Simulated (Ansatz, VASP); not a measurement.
## SiC: VASP beside Ansatz

Aim: how closely do two programs agree when they are given the same cell, functional and k mesh? The cell is taken from a series of runs on this material, whose earlier steps may have relaxed, scaled, displaced or heated it; both programs get it as it stands.

Program: Ansatz 0.2.0. Level of theory: plane waves, with VASP 6.6.1 beside it; G0W0 gap at r2SCAN. Results are calculated unless marked as measured.

### Step 1. Starting point

It takes space group P6_3mc (No. 186, hexagonal). The conventional cell has a = 3.074 Å, b = 3.074 Å, c = 5.045 Å, α = 90.00°, β = 90.00°, γ = 120.00°. Nearest to Si lie 4 C at 1.88 to 1.90 Å. Nearest to C lie 4 Si at 1.88 to 1.90 Å. Farther neighbours are not listed.

As a file:

```cif
data_structure
_symmetry_space_group_name_H-M 'P 1'
_symmetry_Int_Tables_number 1
_cell_length_a 3.0735
_cell_length_b 3.0735
_cell_length_c 5.0452
_cell_angle_alpha 90.000
_cell_angle_beta 90.000
_cell_angle_gamma 120.000
_cell_volume 41.27
loop_
_atom_site_label
_atom_site_type_symbol
_atom_site_fract_x
_atom_site_fract_y
_atom_site_fract_z
_atom_site_occupancy
Si1 Si 0.33333 0.66667 0.49960 1
Si2 Si 0.66667 0.33333 0.99960 1
C3 C 0.33333 0.66667 0.87540 1
C4 C 0.66667 0.33333 0.37540 1
```

### Step 2. VASP: G0W0 gap, r2SCAN

Quasiparticle shifts depend on high empty states and on the cores, so they are the hardest test of two PAW sets.

Lines of VASP's logs that name or quote its potential files are left out, and so is its time.

The run reads the wave functions of an earlier VASP run, which isn't shown here.

Input file INCAR:

```
SYSTEM = SiC
PREC = Accurate
ENCUT = 440
ISMEAR = 0
SIGMA = 0.01
LREAL = .FALSE.
METAGGA = R2SCAN
LASPH = .TRUE.
NBANDS = 136
ALGO = EVGW0
NELMGW = 1
ENCUTGW = 120
NOMEGA = 64
PRECFOCK = Fast
NBANDSGW = 16
LWAVE = .FALSE.
LCHARG = .FALSE.
```

Input file POSCAR:

```
SiC
1.0
    3.0735139282      0.0000000000      0.0000000000
   -1.5367569641      2.6617411407      0.0000000000
    0.0000000000      0.0000000000      5.0452477100
Si C
2 2
Direct
    0.3333333300      0.6666666700      0.4996024000
    0.6666666700      0.3333333300      0.9996024000
    0.3333333300      0.6666666700      0.8753976000
    0.6666666700      0.3333333300      0.3753976000
```

Input file KPOINTS:

```
Automatic mesh
0
Gamma
6 6 4
0 0 0
```

The projector-augmented-wave data sets are Si_GW and C_GW (PBE family, release 64).

Started as:

```console
> mpirun -np 8 vasp_std
```

Numbers of over 12 decimals in the logs are rounded to 6 here.

The program printed:

```text
[banner, memory and clock lines left out]
running    8 mpi-ranks, on    1 nodes
 distrk:  each k-point on    8 cores,    1 groups
 distr:  one band on    1 cores,    8 groups

 POSCAR found type information on POSCAR SiC
 POSCAR found :  2 types and       4 ions
|                                                                             |
|           W    W    AA    RRRRR   N    N  II  N    N   GGGG   !!!           |
|           W    W   A  A   R    R  NN   N  II  NN   N  G    G  !!!           |
|           W    W  A    A  R    R  N N  N  II  N N  N  G       !!!           |
|           W WW W  AAAAAA  RRRRR   N  N N  II  N  N N  G  GGG   !            |
|           WW  WW  A    A  R   R   N   NN  II  N   NN  G    G                |
|           W    W  A    A  R    R  N    N  II  N    N   GGGG   !!!           |
|                                                                             |
|     For optimal performance we recommend to set                             |
|       NCORE = 2 up to number-of-cores-per-socket                            |
|     NCORE specifies how many cores store one orbital (NPAR=cpu/NCORE).      |
|     This setting can greatly improve the performance of VASP for DFT.       |
|     The default, NCORE=1 might be grossly inefficient on modern             |
|     multi-core architectures or massively parallel machines. Do your        |
|     Unfortunately you need to use the default for GW and RPA                |
|     calculations (for HF NCORE is supported but not extensively tested      |
|     yet).                                                                   |
|                                                                             |

|                                                                             |
|               ----> ADVICE to this user running VASP <----                  |
|                                                                             |
|     You enforced a specific xc type in the INCAR file but a different       |
|     [... a line on the potential file left out ...]
|     I HOPE YOU KNOW WHAT YOU ARE DOING!                                     |
|                                                                             |

|                                                                             |
|           W    W    AA    RRRRR   N    N  II  N    N   GGGG   !!!           |
|           W    W   A  A   R    R  NN   N  II  NN   N  G    G  !!!           |
|           W    W  A    A  R    R  N N  N  II  N N  N  G       !!!           |
|           W WW W  AAAAAA  RRRRR   N  N N  II  N  N N  G  GGG   !            |
|           WW  WW  A    A  R   R   N   NN  II  N   NN  G    G                |
|           W    W  A    A  R    R  N    N  II  N    N   GGGG   !!!           |
|                                                                             |
|     The default for ENCUTGWSOFT is different in this version of VASP.       |
|     please manually set ENCUTGWSOFT =120 in the INCAR file.                 |
|                                                                             |

 LDA part: xc-table for (None), standard interpolation
 found WAVECAR, reading the header
 POSCAR, INCAR and KPOINTS ok, starting setup
 FFT: planning ... GRIDC
 FFT: planning ... GRID_SOFT
 FFT: planning ... GRID
 reading WAVECAR
 the WAVECAR file was read successfully
 initial charge from wavefunction
 available memory per node:     65.00 GB, setting MAXMEM to     66563

 The Fermi energy was updated, please check that it is located mid-gap
 values below the HOMO (VB) or above the LUMO (CB) will cause erroneous energies
 E-fermi :   9.1537

 calculate exact exchange contribution
 the WAVEDER file was read successfully
energies w=
    0.000    0.000    0.624    0.000    1.246    0.000    1.866    0.000
    2.481    0.000    3.092    0.000    3.696    0.000    4.293    0.000
    4.882    0.000    5.464    0.000    6.038    0.000    6.603    0.000
    7.161    0.000    7.712    0.000    8.255    0.000    8.792    0.000
    9.324    0.000    9.851    0.000   10.374    0.000   10.894    0.000
   11.412    0.000   11.929    0.000   12.446    0.000   12.965    0.000
   13.487    0.000   14.013    0.000   14.544    0.000   15.083    0.000
   15.630    0.000   16.188    0.000   16.759    0.000   17.344    0.000
   17.946    0.000   18.567    0.000   19.211    0.000   19.880    0.000
   20.579    0.000   21.311    0.000   22.080    0.000   22.893    0.000
   23.756    0.000   24.675    0.000   25.659    0.000   26.718    0.000
   27.865    0.000   29.112    0.000   30.478    0.000   31.983    0.000
   33.655    0.000   35.524    0.000   37.632    0.000   40.032    0.000
   42.793    0.000   46.005    0.000   49.793    0.000   54.328    0.000
   59.856    0.000   66.743    0.000   75.556    0.000   87.224    0.000
  103.378    0.000  127.185    0.000  165.687    0.000  238.361    0.000
 responsefunction array rank=     136
 LDA part: xc-table for (None), standard interpolation

 min. memory requirement per mpi rank    160.9 MB, per node   1287.5 MB

 allocating   8 responsefunctions rank=   136
 shmem allocating  64 responsefunctions rank=   136
 response function shared by NCSHMEM nodes    1
 Doing            8  frequencies on each core in blocks of           64
NQ=   1    0.0000    0.0000    0.0000,
|.........|.........|.........|.........|.........|.........|.........|.........
 performed        386000 updates of chi_q(r,r)
 total number of BLAS operations         56.32 Gflops
NQ=   2    0.1667    0.0000    0.0000,
|.........|.........|.........|.........|.........|.........|.........|.........
 performed       1072000 updates of chi_q(r,r)
 total number of BLAS operations        144.92 Gflops
NQ=   3    0.3333   -0.0000    0.0000,
|.........|.........|.........|.........|.........|.........|.........|.........
 performed       1758000 updates of chi_q(r,r)
 total number of BLAS operations        225.33 Gflops
NQ=   4    0.5000    0.0000    0.0000,
|.........|.........|.........|.........|.........|.........|.........|.........
 performed       2287000 updates of chi_q(r,r)
 total number of BLAS operations        288.43 Gflops
NQ=   5    0.1667    0.1667    0.0000,
|.........|.........|.........|.........|.........|.........|.........|.........
 performed       2999000 updates of chi_q(r,r)
 total number of BLAS operations        380.39 Gflops
NQ=   6    0.3333    0.1667    0.0000,
|.........|.........|.........|.........|.........|.........|.........|.........
 performed       3816000 updates of chi_q(r,r)
 total number of BLAS operations        482.54 Gflops
NQ=   7    0.3333    0.3333    0.0000,
|.........|.........|.........|.........|.........|.........|.........|.........
 performed       4276000 updates of chi_q(r,r)
 total number of BLAS operations        543.82 Gflops
NQ=   8    0.0000    0.0000    0.2500,
|.........|.........|.........|.........|.........|.........|.........|.........
 performed       4692000 updates of chi_q(r,r)
 total number of BLAS operations        594.26 Gflops
NQ=   9    0.1667    0.0000    0.2500,
|.........|.........|.........|.........|.........|.........|.........|.........
 performed       5456000 updates of chi_q(r,r)
 total number of BLAS operations        686.84 Gflops
NQ=  10    0.3333   -0.0000    0.2500,
|.........|.........|.........|.........|.........|.........|.........|.........
 performed       6220000 updates of chi_q(r,r)
 total number of BLAS operations        782.46 Gflops
NQ=  11    0.5000    0.0000    0.2500,
|.........|.........|.........|.........|.........|.........|.........|.........
 performed       6828000 updates of chi_q(r,r)
 total number of BLAS operations        857.28 Gflops
NQ=  12    0.1667    0.1667    0.2500,
|.........|.........|.........|.........|.........|.........|.........|.........
 performed       7645000 updates of chi_q(r,r)
 total number of BLAS operations        959.42 Gflops
NQ=  13    0.3333    0.1667    0.2500,
|.........|.........|.........|.........|.........|.........|.........|.........
 performed       8566000 updates of chi_q(r,r)
 total number of BLAS operations       1072.78 Gflops
NQ=  14    0.3333    0.3333    0.2500,
|.........|.........|.........|.........|.........|.........|.........|.........
 performed       9069000 updates of chi_q(r,r)
 total number of BLAS operations       1133.76 Gflops
NQ=  15    0.0000    0.0000    0.5000,
|.........|.........|.........|.........|.........|.........|.........|.........
 performed       9455000 updates of chi_q(r,r)
 total number of BLAS operations       1176.79 Gflops
NQ=  16    0.1667    0.0000    0.5000,
|.........|.........|.........|.........|.........|.........|.........|.........
 performed      10141000 updates of chi_q(r,r)
 total number of BLAS operations       1258.55 Gflops
NQ=  17    0.3333   -0.0000    0.5000,
|.........|.........|.........|.........|.........|.........|.........|.........
 performed      10827000 updates of chi_q(r,r)
 total number of BLAS operations       1343.00 Gflops
NQ=  18    0.5000    0.0000    0.5000,
|.........|.........|.........|.........|.........|.........|.........|.........
 performed      11356000 updates of chi_q(r,r)
 total number of BLAS operations       1408.19 Gflops
NQ=  19    0.1667    0.1667    0.5000,
|.........|.........|.........|.........|.........|.........|.........|.........
 performed      12068000 updates of chi_q(r,r)
 total number of BLAS operations       1484.91 Gflops
NQ=  20    0.3333    0.1667    0.5000,
|.........|.........|.........|.........|.........|.........|.........|.........
 performed      12885000 updates of chi_q(r,r)
 total number of BLAS operations       1585.42 Gflops
NQ=  21    0.3333    0.3333    0.5000,
|.........|.........|.........|.........|.........|.........|.........|.........
 performed      13345000 updates of chi_q(r,r)
 total number of BLAS operations       1633.28 Gflops
 resolving degeneracies of screened two electron integrals

 calculate QP shifts <psi_nk| G(iteration)W_0 |psi_nk>: iteration 1
 entering main loop
```

Parts of OUTCAR (step 2):

```text
ion  position               nearest neighbor table
   1  0.333  0.667  0.500-   4 1.88   4 1.88   4 1.88   3 1.90   2 3.08   2 3.08   2 3.08   2 3.08
                             2 3.08   2 3.08
   2  0.667  0.333  1.000-   3 1.88   3 1.88   3 1.88   4 1.90   1 3.08   1 3.08   1 3.08   1 3.08
                             1 3.08   1 3.08
   3  0.333  0.667  0.875-   2 1.88   2 1.88   2 1.88   1 1.90
   4  0.667  0.333  0.375-   1 1.88   1 1.88   1 1.88   2 1.90

  LATTYP: Found a hexagonal cell.
 ALAT       =     3.0735139282
 C/A-ratio  =     1.6415242709

 Subroutine GETGRP returns: Found 12 space group operations
 (whereof  6 operations were pure point group operations)

The static configuration has the point symmetry C_3v.
 The point group associated with its full space group is C_6v.

 Found     21 irreducible k-points:

   k-points           NKPTS =     21   k-points in BZ     NKDIM =    144   number of bands    NBANDS=    136

   dimension x,y,z NGX =    24 NGY =   24 NGZ =   36
   dimension x,y,z NGXF=    48 NGYF=   48 NGZF=   72

   ENCUT  =  440.0 eV  32.34 Ry    5.69 a.u.   5.26  5.26  8.63*2*pi/ulx,y,z

   NELECT =      16.0000    total number of electrons

  energy-cutoff  :      440.00
  volume of cell :       41.27
      direct lattice vectors                 reciprocal lattice vectors
     3.073513928  0.000000000  0.000000000     0.325360491  0.187846967  0.000000000
    -1.536756964  2.661741141  0.000000000     0.000000000  0.375693934  0.000000000
     0.000000000  0.000000000  5.045247710     0.000000000  0.000000000  0.198206324

 k-points in reciprocal lattice and weights: Automatic mesh
   0.00000000  0.00000000  0.00000000       0.007
   0.16666667  0.00000000  0.00000000       0.042
   0.33333333 -0.00000000  0.00000000       0.042
   0.50000000  0.00000000  0.00000000       0.021
   0.16666667  0.16666667  0.00000000       0.042
   0.33333333  0.16666667  0.00000000       0.083
   0.33333333  0.33333333  0.00000000       0.014
   0.00000000  0.00000000  0.25000000       0.014
   0.16666667  0.00000000  0.25000000       0.083
[...]
0.33333333  0.16666667  0.50000000       0.083
   0.33333333  0.33333333  0.50000000       0.014

 E-fermi :   9.1537

 QP shifts <psi_nk| G(iteration)W_0 |psi_nk>: iteration 1
 for sc-GW calculations column KS-energies equals QP-energies in previous step
 and V_xc(KS)=  KS-energies - (<T + V_ion + V_H > + <T+V_H+V_ion>^1  + <V_x>^1)
 k-point   1 :       0.0000    0.0000    0.0000
  band No.  KS-energies  QP-energies   sigma(KS)   V_xc(KS)     V^pw_x(r,r')   Z            occupation Imag(sigma)
    ...
      5       6.4397       5.9886     -15.1891     -14.6206     -17.5413       0.7935       2.0000       0.0522
      6       7.7143       7.3606     -15.4285     -14.9865     -17.4029       0.8004       2.0000       0.0456
      7       7.8271       7.4787     -15.5105     -15.0758     -17.5254       0.8014       2.0000       0.0460
      8       7.8271       7.4787     -15.5105     -15.0758     -17.5254       0.8014       2.0000       0.0460
      9      13.2037      13.5474     -11.2986     -11.7226      -6.8015       0.8107       0.0000      -0.0679
     10      14.6070      14.9879     -11.7822     -12.2612      -6.9130       0.7950       0.0000      -0.0825
     11      15.0190      15.3831     -10.4303     -10.8821      -5.6389       0.8058       0.0000      -0.0801
     12      15.0190      15.3831     -10.4303     -10.8821      -5.6389       0.8058       0.0000      -0.0801
    ...

 k-point   2 :       0.1667    0.0000    0.0000
  band No.  KS-energies  QP-energies   sigma(KS)   V_xc(KS)     V^pw_x(r,r')   Z            occupation Imag(sigma)
    ...
      5       5.7223       5.2284     -14.8975     -14.2725     -17.3866       0.7904       2.0000       0.0565
      6       6.1722       5.7342     -15.2174     -14.6638     -17.6234       0.7910       2.0000       0.0557
      7       7.3390       6.9573     -15.2831     -14.8057     -17.3193       0.7997       2.0000       0.0468
      8       7.5246       7.1517     -15.4614     -14.9946     -17.5532       0.7990       2.0000       0.0470
      9      13.2227      13.4951     -10.4630     -10.7977      -5.9839       0.8136       0.0000      -0.0692
     10      15.1784      15.5622     -11.2645     -11.7468      -6.3110       0.7957       0.0000      -0.0863
     11      15.5329      15.8626     -10.7534     -11.1666      -5.7191       0.7979       0.0000      -0.0914
     12      15.7801      16.2203     -11.5428     -12.0956      -6.5935       0.7963       0.0000      -0.0870
    ...

 k-point   3 :       0.3333   -0.0000    0.0000
  band No.  KS-energies  QP-energies   sigma(KS)   V_xc(KS)     V^pw_x(r,r')   Z            occupation Imag(sigma)
    ...
      5       3.2455       2.7108     -14.8204     -14.1220     -18.1549       0.7657       2.0000       0.0988
      6       4.7311       4.1882     -14.6646     -13.9723     -17.4074       0.7841       2.0000       0.0653
      7       5.9380       5.4565     -14.5699     -13.9630     -16.8028       0.7933       2.0000       0.0526
      8       6.8693       6.4495     -15.2898     -14.7624     -17.5317       0.7959       2.0000       0.0497
      9      11.6626      11.8714     -10.1392     -10.3933      -5.9371       0.8216       0.0000      -0.0622
     10      13.2099      13.4987     -10.5559     -10.9118      -6.1000       0.8113       0.0000      -0.0713
     11      15.6302      16.0552     -11.3607     -11.8916      -6.4726       0.8006       0.0000      -0.0841
     12      15.8100      16.1779     -10.3012     -10.7592      -5.3241       0.8032       0.0000      -0.0909
    ...

 k-point   4 :       0.5000    0.0000    0.0000
  band No.  KS-energies  QP-energies   sigma(KS)   V_xc(KS)     V^pw_x(r,r')   Z            occupation Imag(sigma)
    ...
      5       2.1938       1.5835     -13.9254     -13.1219     -17.3387       0.7596       2.0000       0.1170
      6       4.3432       3.7854     -14.6017     -13.8871     -17.4504       0.7806       2.0000       0.0694
      7       4.4592       3.8881     -13.8035     -13.0774     -16.2688       0.7867       2.0000       0.0642
      8       6.5700       6.1307     -15.2272     -14.6750     -17.5400       0.7955       2.0000       0.0511
      9      11.0490      11.2396     -10.0303     -10.2616      -5.9184       0.8239       0.0000      -0.0603
     10      12.4911      12.7973     -10.9349     -11.3119      -6.7253       0.8121       0.0000      -0.0651
     11      15.2947      15.6780     -11.1134     -11.5893      -6.3520       0.8055       0.0000      -0.0796
     12      15.4716      15.8336     -10.2162     -10.6657      -5.3338       0.8055       0.0000      -0.0861
    ...

[... 4 further parts left out ...]
```

(Part 1 of 2 ends here.)

[Lines on the potential files, build, host, timing and source positions are cut from VASP's logs without a mark.]

[Logs are printed without paths, hosts, clocks, repeated set-up lines and the standing remarks that a program may print on its own settings, such as how far it seeks lower states.]

[Hosts, paths, dates, database ids (printed as entryN), source tags and the programs' standing remarks are cut or masked in the printed files.]
